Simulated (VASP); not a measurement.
A VASP calculation is set up with these files.

**INCAR**
```
! general
SYSTEM = C
PREC   = Accurate
ENCUT  = 600   ! plane-wave cut-off (eV)
LREAL  = .False.
LASPH  = .True.   ! aspherical one-centre terms

! electronic loop
EDIFF  = 1E-7   ! SCF stop (eV)
NELM   = 100   ! most electronic steps
ALGO   = Normal

! smearing
ISMEAR = 0   ! Gaussian
SIGMA  = 0.05   ! width (eV)

! functional
GGA    = PS   ! PBEsol

! ions
ISIF   = 2   ! forces and stress, cell fixed

! output
LWAVE  = .False.
LCHARG = .False.
```

**KPOINTS**
```
kpoints
0
Gamma
12 12 12
0 0 0
```

### POSCAR
```
C
1
   -0.0000000000     1.7783297413     1.7783297413
    1.7783297413     0.0000000000     1.7783297413
    1.7783297413     1.7783297413    -0.0000000000
C
2
Direct
  0.0000000000   0.0000000000   0.0000000000
  0.2500000000   0.2500000000   0.2500000000
```

POTCAR, in this order: C (PBE.64 set). Program: vasp_std.

Problem. Translate this PBEsol calculation to Quantum ESPRESSO's pw.x.

Solution. One equivalent input (not run):
```
&CONTROL
  calculation = 'scf'
  pseudo_dir = './pseudo'
  outdir = './out'
  tprnfor = .true.
  tstress = .true.
/
&SYSTEM
  ibrav = 0
  nat = 2
  ntyp = 1
  ecutwfc = 82
  occupations = 'smearing'
  smearing = 'gaussian'
  degauss = 0.003675
  input_dft = 'pbesol'
/
&ELECTRONS
  conv_thr = 7.3e-09
  electron_maxstep = 100
/
ATOMIC_SPECIES
  C 12.011 C.upf
CELL_PARAMETERS angstrom
    -0.0000000    1.7783297    1.7783297
     1.7783297    0.0000000    1.7783297
     1.7783297    1.7783297   -0.0000000
ATOMIC_POSITIONS crystal
  C    0.0000000  0.0000000  0.0000000
  C    0.2500000  0.2500000  0.2500000
K_POINTS automatic
  12 12 12 0 0 0
```
What does not carry over: the potentials are each code's own (VASP's PAW set, PseudoDojo norm-conserving files in pw.x), so ENCUT and ecutwfc are chosen apart and not converted; conv_thr bounds pw.x's estimated SCF error, while EDIFF bounds the energy change between steps.

The compound is C in the diamond structure. It was relaxed first.
